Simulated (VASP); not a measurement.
An input for Quantum ESPRESSO's pw.x (written as the equivalent of a VASP run, and not itself run):

```
&CONTROL
  calculation = 'vc-relax'
  pseudo_dir = './pseudo'
  outdir = './out'
  tprnfor = .true.
  tstress = .true.
  nstep = 60
  forc_conv_thr = 0.00039
/
&SYSTEM
  ibrav = 0
  nat = 1
  ntyp = 1
  ecutwfc = 70
  occupations = 'smearing'
  smearing = 'methfessel-paxton'
  degauss = 0.00735
  input_dft = 'pbesol'
/
&ELECTRONS
  conv_thr = 7.3e-08
  electron_maxstep = 100
/
&IONS
/
&CELL
/
ATOMIC_SPECIES
  In 114.818 In.upf
CELL_PARAMETERS angstrom
    -1.6250000    1.6250000    2.4750000
     1.6250000   -1.6250000    2.4750000
     1.6250000    1.6250000   -2.4750000
ATOMIC_POSITIONS crystal
  In   0.0000000  0.0000000  0.0000000
K_POINTS automatic
  14 14 14 0 0 0
```

Task: Translate this input to VASP (INCAR, KPOINTS, POSCAR, choice of POTCAR).

Result: Several could match; the one computed here: 
### POSCAR
```
In
1
   -1.6250000000     1.6250000000     2.4750000000
    1.6250000000    -1.6250000000     2.4750000000
    1.6250000000     1.6250000000    -2.4750000000
In
1
Direct
  0.0000000000   0.0000000000   0.0000000000
```

**INCAR**
```
ALGO=Normal
EDIFF=1E-6
EDIFFG=-0.01
ENCUT=400
GGA=PS
IBRION=2
ISIF=3
ISMEAR=1
LASPH=.TRUE.
LCHARG=.FALSE.
LMAXMIX=4
LREAL=.FALSE.
LWAVE=.FALSE.
NELM=100
NSW=60
PREC=Accurate
SIGMA=0.1
SYSTEM=In
```

**KPOINTS**
```
Automatic mesh
0
Gamma
14 14 14
0 0 0
```

POTCAR, in this order: In_d (PBE.64 set). Program: vasp_std.

Limits of the translation: the potentials are each code's own (VASP's PAW set, PseudoDojo norm-conserving files in pw.x), so ENCUT and ecutwfc are chosen apart and not converted; conv_thr bounds pw.x's estimated SCF error, while EDIFF bounds the energy change between steps; forc_conv_thr acts on force components and is met together with etot_conv_thr.

The compound is In in the bct structure. This run relaxes it. Symmetry was kept, so distortions that lower it aren't found.
